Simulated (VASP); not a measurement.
These are PW91 GGA, VASP's PBE PAW potentials (set 64) (plane waves; VASP) values and carry that method's errors.

A VASP calculation is set up with these files.

**INCAR**
```
# general
SYSTEM =TiCo
PREC   =Accurate
ENCUT  =520
LREAL  =.False.   # projection in real space or not
LASPH  =.True.

# electronic loop
EDIFF  =1E-7   # SCF stop (eV)
NELM   =100
ALGO   =Normal   # blocked Davidson
LMAXMIX=4

# smearing
ISMEAR =1
SIGMA  =0.1   # width (eV)

# functional
GGA    =91

# ions
ISIF   =2   # forces and stress, cell fixed

# output
LWAVE  =.False.
LCHARG =.False.
```

POSCAR:
```
TiCo
1
    2.9389802309     0.0000000000     0.0000000000
    0.0000000000     2.9389802309     0.0000000000
    0.0000000000     0.0000000000     2.9389802309
Ti Co
1 1
Direct
  0.0000000000   0.0000000000   0.0000000000
  0.5000000000   0.5000000000   0.5000000000
```

KPOINTS:
```
Automatic
0
Gamma
12 12 12
```

POTCAR, in this order: Ti_sv Co (PBE.64 set). Program: vasp_std.

What VASP printed:

**OUTCAR**
```
 ion  position               nearest neighbor table
   1  0.000  0.000  0.000-   2 2.55   2 2.55   2 2.55   2 2.55   2 2.55   2 2.55   2 2.55   2 2.55
  LATTYP: Found a simple cubic cell.
 ALAT       =     2.9389802309
 Subroutine PRICEL returns:
 Original cell was already a primitive cell.
 Subroutine GETGRP returns: Found 48 space group operations
The static configuration has the point symmetry O_h .
The dynamic configuration has the point symmetry O_h .
 Subroutine INISYM returns: Found 48 space group operations
 Subroutine IBZKPT returns following result:
 Found     84 irreducible k-points:

 Following reciprocal coordinates:
            Coordinates               Weight
  0.000000  0.000000  0.000000      1.000000
  0.083333  0.000000  0.000000      6.000000
  0.166667  0.000000  0.000000      6.000000
  0.250000  0.000000  0.000000      6.000000
  0.333333  0.000000  0.000000      6.000000
  0.416667  0.000000  0.000000      6.000000
  0.500000  0.000000  0.000000      3.000000
  0.083333  0.083333  0.000000     12.000000
  0.166667  0.083333  0.000000     24.000000
  0.250000  0.083333  0.000000     24.000000
  0.333333  0.083333  0.000000     24.000000
  0.416667  0.083333  0.000000     24.000000
  0.500000  0.083333  0.000000     12.000000
  0.166667  0.166667  0.000000     12.000000
  0.250000  0.166667  0.000000     24.000000
  0.333333  0.166667  0.000000     24.000000
  0.416667  0.166667  0.000000     24.000000
  0.500000  0.166667  0.000000     12.000000
  0.250000  0.250000  0.000000     12.000000
  0.333333  0.250000  0.000000     24.000000
  0.416667  0.250000  0.000000     24.000000
  0.500000  0.250000  0.000000     12.000000
  0.333333  0.333333  0.000000     12.000000
  0.416667  0.333333  0.000000     24.000000
  0.500000  0.333333  0.000000     12.000000
...
```

File OSZICAR:
```
       N       E                     dE             d eps       ncg     rms          rms(c)
DAV:   1     0.150680493326E+03    0.15068E+03   -0.10514E+04  2352   0.190E+03
DAV:   2    -0.852482412992E+01   -0.15921E+03   -0.15648E+03  2394   0.411E+02
DAV:   3    -0.175387099851E+02   -0.90139E+01   -0.89333E+01  3842   0.106E+02
DAV:   4    -0.177601879259E+02   -0.22148E+00   -0.22059E+00  2840   0.141E+01
DAV:   5    -0.177686862696E+02   -0.84983E-02   -0.84978E-02  3486   0.251E+00    0.135E+01
DAV:   6    -0.159887485676E+02    0.17799E+01   -0.12425E+01  2916   0.541E+01    0.627E+00
DAV:   7    -0.182075357067E+02   -0.22188E+01   -0.25786E+01  3790   0.496E+01    0.219E+01
DAV:   8    -0.155742007792E+02    0.26333E+01   -0.15202E+01  3514   0.388E+01    0.176E+00
DAV:   9    -0.156075194501E+02   -0.33319E-01   -0.25802E-01  3182   0.497E+00    0.183E+00
DAV:  10    -0.155922919236E+02    0.15228E-01   -0.77069E-02  3520   0.356E+00    0.462E-01
DAV:  11    -0.155909666004E+02    0.13253E-02   -0.58059E-03  2940   0.897E-01    0.278E-01
DAV:  12    -0.155904859962E+02    0.48060E-03   -0.17673E-03  3558   0.368E-01    0.810E-02
DAV:  13    -0.155904174904E+02    0.68506E-04   -0.19054E-04  2880   0.134E-01    0.385E-02
DAV:  14    -0.155904080305E+02    0.94599E-05   -0.59478E-05  3410   0.699E-02    0.536E-03
DAV:  15    -0.155904081865E+02   -0.15595E-06   -0.24215E-06  2596   0.204E-02    0.138E-03
DAV:  16    -0.155904082863E+02   -0.99834E-07   -0.11933E-07  1974   0.420E-03
   1 F= -.15590408E+02 E0= -.15589899E+02  d E =-.152833E-02
```

### OUTCAR
```
------------------------ aborting loop because EDIFF is reached ----------------------------------------
  FORCE on cell =-STRESS in cart. coord.  units (eV):
  Direction    XX          YY          ZZ          XY          YZ          ZX
  --------------------------------------------------------------------------------------
  Total        0.8845506      0.8845506      0.8845506     -0.0000000     -0.0000000      0.0000000
  in kB       55.8268702     55.8268702     55.8268702     -0.0000000     -0.0000000      0.0000000
  external PRESSURE =      55.8268702 kB  Pullay stress =       0.0000000 kB
  volume of cell :       25.39
      direct lattice vectors                 reciprocal lattice vectors
     2.938980231  0.000000000  0.000000000     0.340254075  0.000000000  0.000000000
     0.000000000  2.938980231  0.000000000     0.000000000  0.340254075  0.000000000
     0.000000000  0.000000000  2.938980231     0.000000000  0.000000000  0.340254075
 POSITION                                       TOTAL-FORCE (eV/Angst)
 -----------------------------------------------------------------------------------
      0.00000      0.00000      0.00000         0.000000      0.000000      0.000000
      1.46949      1.46949      1.46949         0.000000      0.000000      0.000000
 -----------------------------------------------------------------------------------
    total drift:                                0.000000      0.000000     -0.000000
  FREE ENERGIE OF THE ION-ELECTRON SYSTEM (eV)
  ---------------------------------------------------
  free  energy   TOTEN  =       -15.5904082863 eV

  energy  without entropy=      -15.5888799567  energy(sigma->0) =      -15.58989884
```
(Selected blocks of OUTCAR.)

The compound is TiCo in the CsCl type structure. This cell is one point of a volume scan, at 0.97 of the reference volume. The run is not spin-polarised, so no magnetic state was tried. The electron count is odd and the run is not spin-polarised, which forces a metal.
